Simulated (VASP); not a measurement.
VASP input:

### INCAR
```
SYSTEM = Fe
PREC = Accurate
ENCUT = 400
EDIFF = 1E-6
NELM = 100
ALGO = Normal
LREAL = .FALSE.
LASPH = .TRUE.
ISMEAR = 1
SIGMA = 0.1
GGA = PE
LMAXMIX = 4
ISPIN = 2
MAGMOM = 2.5
LORBIT = 10
LWAVE = .FALSE.
LCHARG = .FALSE.
ISIF = 2
IBRION = 0
NSW = 3
TEBEG = 300
```

**POSCAR**
```
Fe
1
   -1.4350000000     1.4350000000     1.4350000000
    1.4350000000    -1.4350000000     1.4350000000
    1.4350000000     1.4350000000    -1.4350000000
Fe
1
Direct
  0.0000000000   0.0000000000   0.0000000000
```

### KPOINTS
```
Automatic mesh
0
Gamma
13 13 13
0 0 0
```

POTCAR, in this order: Fe (PBE.64 set). Program: vasp_std.

The resulting files:

standard output:
```
 POSCAR found type information on POSCAR Fe
 POSCAR found :  1 types and       1 ions
 Reading from existing POTCAR

 -----------------------------------------------------------------------------
|                                                                             |
|     EEEEEEE  RRRRRR   RRRRRR   OOOOOOO  RRRRRR      ###     ###     ###     |
|     E        R     R  R     R  O     O  R     R     ###     ###     ###     |
|     E        R     R  R     R  O     O  R     R     ###     ###     ###     |
|     EEEEE    RRRRRR   RRRRRR   O     O  RRRRRR       #       #       #      |
|     E        R   R    R   R    O     O  R   R                               |
|     E        R    R   R    R   O     O  R    R      ###     ###     ###     |
|     EEEEEEE  R     R  R     R  OOOOOOO  R     R     ###     ###     ###     |
|                                                                             |
|     Fatal error! IBRION=0, but no entry for POTIM on file INCAR. MUST       |
|     be specified!                                                           |
|                                                                             |
|       ---->  I REFUSE TO CONTINUE WITH THIS SICK JOB ... BYE!!! <----       |
|                                                                             |
 -----------------------------------------------------------------------------
```

Question: Read the log: what went wrong, and how is it fixed?

Answer: The cause: molecular dynamics (IBRION = 0) was asked for without POTIM. VASP stops with an error: Fatal error! IBRION=0, but no entry for POTIM on file INCAR. MUST be specified! ----> I REFUSE TO CONTINUE WITH THIS SICK JOB ... BYE!!! <---- To mend it, set POTIM to the time step in fs (1 to 2 fs suits most solids). The plain static run on this cell (PBE GGA, plane waves, VASP's PBE PAW potentials (set 64)) converges, and its OSZICAR ends with
```
   1 F= -.82262588E+01 E0= -.82261999E+01  d E =-.176767E-03  mag=     2.2181
```

The compound is Fe in the bcc structure. The cell was not relaxed at this level.
